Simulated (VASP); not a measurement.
A cell of Sb (a7) near equilibrium:

```
CELL_PARAMETERS angstrom
      4.03627    -2.17706     0.01272
      4.03627     2.17706     0.01272
      2.85074     0.00000     3.59229
ATOMIC_POSITIONS crystal
  Sb 0.23179 0.23179 0.23179
  Sb 0.76821 0.76821 0.76821
```

The numbers are results of r2SCAN meta-GGA, VASP's PBE PAW potentials (set 64) (plane waves; VASP), not measurements.

```tsv
run	ΔE (meV/atom)	σxx	σyy	σzz	largest shear component, with its sign (GPa)	largest force (eV/Å)
as it is	0.0	0.18	-0.06	-0.04	0.08	0.007
after one change	15.0	-0.04	0.91	0.13	-1.64	0.446
```
Stress is in GPa, positive when the cell is compressed.

Problem. Which change was made?
A) atom 1 (Sb) moved by -0.200 Å along y
B) atom 2 (Sb) moved by -0.150 Å along y
C) atom 2 (Sb) moved by -0.025 Å along z
D) atom 1 (Sb) moved by 0.025 Å along x

Solution. B, atom 2 (Sb) moved by -0.150 Å along y

The compound is Sb in the a7 structure.
